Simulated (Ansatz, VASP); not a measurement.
# SiC (Moissanite): VASP beside Ansatz, part 2 of 2

Aim: how closely do two programs agree when they are given the same cell, functional and k mesh? The cell is taken from a series of runs on this material, whose earlier steps may have relaxed, scaled, displaced or heated it; both programs get it as it stands.

VASP 6.6.1 and Ansatz 0.2.0.

So far: Set-up; VASP: relaxation of cell and atoms, PBE; Ansatz: relaxation of cell and atoms, PBE; Side by side.

### Step 5. Ansatz: zone-centre phonons, PBE

Level of this step: Ansatz beside VASP: Kohn-Sham DFT, plane waves, PBE (Ansatz).

Second derivatives magnify differences that forces hide, and they need a tight electronic threshold.

The cell is taken from a series of runs on this material, whose earlier steps may have relaxed, scaled, displaced or heated it; both programs get it as it stands.

Contents of input.yaml:

```yaml
crystal:
  lattice:
    - [3.0922076847, 0.0, 0.0]
    - [-1.5461038424, 2.6779304088, 0.0]
    - [0.0, 0.0, 5.0748125483]
  atoms:
    - { symbol: Si, position: [0.3333333333, 0.6666666667, 0.0045888326] }
    - { symbol: Si, position: [0.6666666667, 0.3333333333, 0.5045888326] }
    - { symbol: C, position: [0.3333333333, 0.6666666667, 0.3804111674] }
    - { symbol: C, position: [0.6666666667, 0.3333333333, 0.8804111674] }
kpoints:
  mp_grid: { grid: [9, 9, 6] }
hamiltonian:
  xc: pbe
  pseudopotentials: { kind: nc, accuracy: standard }
scf:
  occupations: { method: fixed }
output:
  eigenvalues: true
phonons:
  method: dfpt
  dielectric: true
  rigid_motions: translations
```

Launch:

```
$ ansatz run input.yaml --threads 4 --pin off --max-ram 7168MiB --backend cpu --events-out ev --progress --plain --runs-dir out
```

Numbers of over 12 decimals in the logs are rounded to 6 here.

The program printed:

```text
[...]
Crystal: 4 atoms, lattice volume = 42.023 Å³
Basis set: ecut = 1115.666836 eV, 3597 PW (Γ), exchange–correlation on 72×72×120 points (8 copies of the dense FFT grid, shifted against one another)
Bands: 12, of which v1, the nominal top of the filled ones, is band 8 counted from 1 (7 counted from 0)
Symmetry: 12 space group operations
k-points: 140 of 486 (irreducible under 2 space group operations, time reversal used)
[...]
optical modes at Γ + LO–TO along q̂ = [1.0000, 0.0000, 0.0000]:
      ω (cm⁻¹)  modes    IR ((D/Å)²/amu)
[...]
optical modes at Γ + LO–TO along q̂ = [0.0000, 1.0000, 0.0000]:
      ω (cm⁻¹)  modes    IR ((D/Å)²/amu)
[...]
optical modes at Γ + LO–TO along q̂ = [0.0000, 0.0000, 1.0000]:
      ω (cm⁻¹)  modes    IR ((D/Å)²/amu)
[...]
745.25      2             0.0000
        780.44      2            77.0868
        816.95      1             0.0000
        935.70      1            44.4993
[key lines of the parts left out:]
SCF converged after 9 iterations
Free energy (F): -558.913667 eV
Fermi energy:    9.447995 eV
```

### Step 6. VASP: zone-centre phonons, PBE

The same cell, functional and mesh now go to VASP, with its own data sets.

Contents of INCAR:

```
SYSTEM = SiC
PREC = Accurate
ENCUT = 600
EDIFF = 1E-08
NELM = 120
ISMEAR = 0
SIGMA = 0.01
LREAL = .FALSE.
ALGO = Normal
GGA = PE
NBANDS = 14
LORBIT = 11
LWAVE = .FALSE.
LCHARG = .FALSE.
ISIF = 2
IBRION = 8
LEPSILON = .TRUE.
LASPH = .TRUE.
GGA_COMPAT = .FALSE.
EFERMI = MIDGAP
KPAR = 2
```

Contents of POSCAR:

```
SiC
1.0
    3.0922076847      0.0000000000      0.0000000000
   -1.5461038424      2.6779304088      0.0000000000
    0.0000000000      0.0000000000      5.0748125483
Si C
2 2
Direct
    0.3333333333      0.6666666667      0.0045888326
    0.6666666667      0.3333333333      0.5045888326
    0.3333333333      0.6666666667      0.3804111674
    0.6666666667      0.3333333333      0.8804111674
```

Contents of KPOINTS:

```
Automatic mesh
0
Gamma
9 9 6
0 0 0
```

The projector-augmented-wave data sets are Si and C (PBE family, release 64).

Launch:

```
$ mpirun -np 2 vasp_std
```

The program printed:

```text
[... set-up lines as in an earlier step ...]
 entering main loop
       N       E                     dE             d eps       ncg     rms          rms(c)
DAV:   1     0.356911426306E+02    0.35691E+02   -0.78758E+03  1344   0.114E+03
DAV:   2    -0.304996293702E+02   -0.66191E+02   -0.60297E+02  1880   0.180E+02
DAV:   3    -0.337170824254E+02   -0.32175E+01   -0.31988E+01  1866   0.380E+01
DAV:   4    -0.337492133632E+02   -0.32131E-01   -0.32123E-01  1542   0.455E+00
[...]
DAV:  14    -0.301126163544E+02   -0.36234E-07   -0.10209E-08  1388   0.783E-04    0.125E-03
DAV:  15    -0.301126163164E+02    0.37921E-07   -0.14358E-08  1218   0.799E-04    0.691E-05
DAV:  16    -0.301126163116E+02    0.48210E-08   -0.21864E-09   840   0.361E-04
   1 F= -.30112616E+02 E0= -.30112616E+02  d E =0.000000E+00
 Linear response reoptimize wavefunctions to high precision
DAV:   1    -0.301126163139E+02   -0.22965E-08   -0.15013E-10   990   0.102E-04
DAV:   2    -0.301126163139E+02    0.59117E-11   -0.16611E-11   810   0.326E-05
 Linear response G [H, r] |phi>, progress :
  Direction:   1
[...]
RMM:  12    -0.125520770314E+00   -0.83914E-08   -0.71252E-09 11788   0.303E-06    0.402E-07
 first order change of Fermi-energy  -0.46948E+00
 force on displaced ion       3 direction 1 : -18.727  -0.000  -0.000
 Born effective charge ion    3 direction 1 :  -2.654   0.000  -0.000
 Linear response progress:
  Degree of freedom:   4/  4
       N       E                     dE             d eps       ncg     rms          rms(c)
RMM:   1    -0.139138352095E+00   -0.13914E+00    0.89862E-02  3734   0.212E+00
RMM:   2    -0.134522373628E+00    0.46160E-02   -0.20353E-03  2853   0.439E-01    0.210E-01
RMM:   3    -0.134273123267E+00    0.24925E-03   -0.20162E-03  2928   0.228E-01    0.105E-01
RMM:   4    -0.134901419773E+00   -0.62830E-03   -0.47280E-04  2942   0.114E-01    0.376E-02
[...]
RMM:  11    -0.135116589426E+00   -0.11113E-06    0.16658E-07  3201   0.396E-05    0.494E-06
RMM:  12    -0.135116570619E+00    0.18807E-07    0.50389E-08  3248   0.989E-06    0.172E-06
RMM:  13    -0.135116574561E+00   -0.39419E-08    0.32033E-09  2948   0.285E-06    0.588E-07
 first order change of Fermi-energy   0.42276E+00
 force on displaced ion       3 direction 3 :  -0.000  -0.000 -23.363
 Born effective charge ion    3 direction 3 :   0.000  -0.000  -2.843
 Born effective charges drift removed
 Linear response finished
```

From OUTCAR (step 6):

```text
 POSITION                                       TOTAL-FORCE (eV/Angst)
 -----------------------------------------------------------------------------------
     -0.00000      1.78529      0.02329        -0.000000     -0.000000     -0.001427
      1.54610      0.89264      2.56069        -0.000000      0.000000     -0.001427
     -0.00000      1.78529      1.93052        -0.000000     -0.000000      0.001427
      1.54610      0.89264      4.46792         0.000000      0.000000      0.001427
 -----------------------------------------------------------------------------------
    total drift:                               -0.000000      0.000000      0.000566

 MACROSCOPIC STATIC DIELECTRIC TENSOR (including local field effects in DFT)
 ------------------------------------------------------
           7.006308    -0.000000     0.000000
          -0.000000     7.006308     0.000000
          -0.000000     0.000000     7.325464
 ------------------------------------------------------

 MACROSCOPIC STATIC DIELECTRIC TENSOR IONIC CONTRIBUTION
 ------------------------------------------------------
           3.222209    -0.000000     0.000000
          -0.000000     3.222209    -0.000000
           0.000000    -0.000000     4.009346
 ------------------------------------------------------

[... 1 part as in an earlier step ...]
```

### Step 7. Comparison

What differs besides the data sets and the points named for the pairs above, as far as they apply: fixed occupations in Ansatz, narrow Gaussian smearing in VASP; VASP's response is taken on the typed mesh, Ansatz refines its own for the field response alone. Total energies have different zeros and are not compared.

Both answers:

```
                                     quantity  Ansatz   VASP  difference
                                        ε∞ xx    6.91   7.01     -1.39 %
                                        ε∞ yy    6.91   7.01     -1.39 %
                                        ε∞ zz    7.28   7.33     -0.68 %
Born charge of Si1 (mean of the diagonal) (e)    2.72   2.71        0.00
 Born charge of C3 (mean of the diagonal) (e)   -2.72  -2.71        0.00
                   optical mode 1 to 2 (cm⁻¹)   257.1  257.0     +0.04 %
                        optical mode 3 (cm⁻¹)   584.5  584.1     +0.07 %
                   optical mode 4 to 5 (cm⁻¹)   745.2  742.3     +0.39 %
                        optical mode 6 (cm⁻¹)   751.7  749.4     +0.32 %
                   optical mode 7 to 8 (cm⁻¹)   780.4  778.2     +0.29 %
                        optical mode 9 (cm⁻¹)   817.0  815.4     +0.19 %
```

Modes are paired by rising frequency, not by their patterns, so a pair may set unlike modes beside each other; they are those without the splitting of longitudinal modes.

### Step 8. Results

| Item | Value |
| --- | --- |
| difference in volume (relaxation of cell and atoms, PBE) | 0.12 % |
| r.m.s. difference of the optical zone-centre modes, each program's sorted by frequency (zone-centre phonons, PBE) | 2.0 cm⁻¹ |
| difference in ε∞ xx (zone-centre phonons, PBE) | -1.4 % |

The difference in volume is 0.12 % (relaxation of cell and atoms, PBE), within the 1.2 % picked in this series as the mark of a large difference, as far as the stopping tolerances let one tell. Among the rows given in per cent, the largest difference of the zone-centre phonons, PBE pair is in ε∞ xx, -1.4 %. How closely two codes agree says nothing of how well the functional describes the real material.

[Lines on the potential files, build, host, timing and source positions are cut from VASP's logs without a mark.]

[Logs are printed without paths, hosts, clocks, repeated set-up lines and the standing remarks that a program may print on its own settings, such as how far it seeks lower states.]

[Hosts, paths, dates, database ids (printed as entryN), source tags and the programs' standing remarks are cut or masked in the printed files.]
